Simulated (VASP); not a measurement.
Here is the system:

```
CELL_PARAMETERS angstrom
      2.97669     0.00000     0.00000
      0.00000     4.20967     0.00000
      0.00000     0.00000    25.45740
ATOMIC_POSITIONS crystal
  Al 0.50000 0.00000 0.33579
  Al 0.50000 0.50000 0.41771
  Al 0.50000 0.00000 0.50000
  Al 0.50000 0.50000 0.58229
  Al 0.50000 0.00000 0.66421
  Ru 0.00000 0.50000 0.33604
  Ru 0.00000 0.00000 0.41824
  Ru 0.00000 0.50000 0.50000
  Ru 0.00000 0.00000 0.58176
  Ru 0.00000 0.50000 0.66396
```

The numbers are results of PBEsol GGA, VASP's PBE PAW potentials (set 64) (plane waves; VASP 6.6.1), not measurements. Settings: PREC = Normal, 400 eV cut-off, 9×7×1 Γ-centred mesh, first-order Methfessel-Paxton smearing of 0.10 eV, potentials Al Ru_pv.

Problem. Predict the energy per atom (σ→0), band gap (on the k-mesh) with the smallest direct gap where there is one.

Solution. 
```
Item                                                         Value
------------------------  ----------------------------------------
band gap (on the k-mesh)  none (metal, semimetal or under 0.01 eV)
energy per atom (σ→0)                               -7.363 eV/atom
```

Only differences to runs with the same potentials and settings are physical.

The cell is a thin slab with vacuum, built from RuAl (CsCl type): (110) face.
